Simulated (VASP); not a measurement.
These are PBE GGA, VASP's PBE PAW potentials (set 64) (plane waves; VASP) values and carry that method's errors.

Input for VASP

### INCAR
```
SYSTEM=MgB2
PREC=Accurate; ENCUT=620; LREAL=F
LASPH=T
EDIFF=1E-6; NELM=100; ALGO=Normal
ISMEAR=1; SIGMA=0.1
GGA=PE
IBRION=2; NSW=40; ISIF=3
EDIFFG=-0.02; PSTRESS=300
LWAVE=F; LCHARG=F
```

POSCAR:
```
MgB2
1
    1.4926825696    -2.5854014132     0.0000000000
    1.4926825696     2.5854014132     0.0000000000
    0.0000000000     0.0000000000     3.3334603477
Mg B
1 2
Direct
  0.0000000000   0.0000000000   0.0000000000
  0.3333330000   0.6666670000   0.5000000000
  0.6666670000   0.3333330000   0.5000000000
```

**KPOINTS**
```
Automatic mesh
0
Gamma
12 12 9
0 0 0
```

POTCAR, in this order: Mg B (PBE.64 set). Program: vasp_std.

Energy and stress use the plane-wave basis of the starting cell.

Question: Predict the energy per atom (σ→0), volume per atom, band gap (on the k-mesh).

Answer: 
The energy per atom (σ→0) comes out as -4995 meV/atom. The band gap (on the k-mesh) comes out as none (metal, semimetal or under 0.01 eV). The volume per atom is 8.21 Å³/atom.

### OSZICAR
```
...
   3 F= -.10370094E+02 E0= -.10370272E+02  d E =-.338234E-01
       N       E                     dE             d eps       ncg     rms          rms(c)
DAV:   1    -0.149868189368E+02    0.51811E-02   -0.42867E-02  2016   0.163E+00    0.121E-01
DAV:   2    -0.149859920913E+02    0.82685E-03   -0.16700E-03  2056   0.285E-01    0.574E-02
DAV:   3    -0.149857870973E+02    0.20499E-03   -0.90547E-04  1776   0.174E-01    0.955E-03
DAV:   4    -0.149857847941E+02    0.23032E-05   -0.21979E-05  1736   0.398E-02    0.340E-03
DAV:   5    -0.149857841393E+02    0.65481E-06   -0.22402E-06  1808   0.915E-03
   4 F= -.10371550E+02 E0= -.10371673E+02  d E =-.145610E-02
```

The compound is MgB2 in the AlB2 type structure. This run relaxes it under an external pressure of 30 GPa. Symmetry was kept, so distortions that lower it aren't found.
